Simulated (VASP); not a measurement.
Given:

```
Al2Pt
1.0
    0.00000     2.97140     2.97140
    2.97140     0.00000     2.97140
    2.97140     2.97140     0.00000
Al Pt
2 1
Direct
  0.25000   0.25000   0.25000
  0.75000   0.75000   0.75000
  0.00000   0.00000   0.00000
```

Method: PBE GGA, VASP's PBE PAW potentials (set 64) (plane waves; VASP). Settings: 500 eV cut-off, 9×9×9 Γ-centred mesh, first-order Methfessel-Paxton smearing of 0.10 eV, potentials Al Pt.

Energy and stress use the plane-wave basis of the starting cell.

Problem. The ions, cell shape and volume at an external pressure of 5.0 GPa are relaxed. Which structure does the run end with?

Solution. 
```
Al2Pt
1.0
    0.00000     2.93666     2.93666
    2.93666     0.00000     2.93666
    2.93666     2.93666     0.00000
Al Pt
2 1
Direct
  0.25000   0.25000   0.25000
  0.75000   0.75000   0.75000
  0.00000   0.00000   0.00000
```
Space group Fm-3m (225), at a tolerance of 0.03 Å.

Problem. How do energy and volume change from the first to the last step?

Solution. The energy (σ→0) changes by +9.1 meV/atom and the volume by -3.5 %, in 3 ionic steps.

The compound is PtAl2 in the fluorite structure. This run relaxes it under an external pressure of 5 GPa. Symmetry was kept, so distortions that lower it aren't found.
